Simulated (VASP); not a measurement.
Here is the system:

```xyz
2
Lattice="0.0000 2.2107 2.2107 2.2107 0.0000 2.2107 2.2107 2.2107 0.0000" Properties=species:S:1:pos:R:3 pbc="T T T"
Ta     0.0000     0.0000     0.0000
C      2.2107     2.2107     2.2107
```

These are LDA (Ceperley-Alder, Perdew-Zunger), VASP's LDA PAW potentials (set 64) (plane waves; VASP 6.6.1) values and carry that method's errors. Numerical set-up: 520 eV cut-off, 13×13×13 Γ-centred mesh, first-order Methfessel-Paxton smearing of 0.10 eV, potentials Ta_pv C.

Unless said otherwise, spin-orbit coupling is left out, though it shifts the bands of the heavy elements here.

**Question.** Predict the energy per atom (σ→0), band gap (on the k-mesh) with the smallest direct gap where there is one.

**Answer.** 
```json
{
 "band gap (on the k-mesh)": "none (metal, semimetal or under 0.01 eV)",
 "energy per atom (σ→0)": "-1172.0 kJ/mol of atoms"
}
```

Total energies compare only between runs with the same potentials, cut-off and functional.

The compound is TaC in the rock salt structure. It was relaxed first. The start is the result of an earlier pass. The electron count is odd and the run is not spin-polarised, which forces a metal.
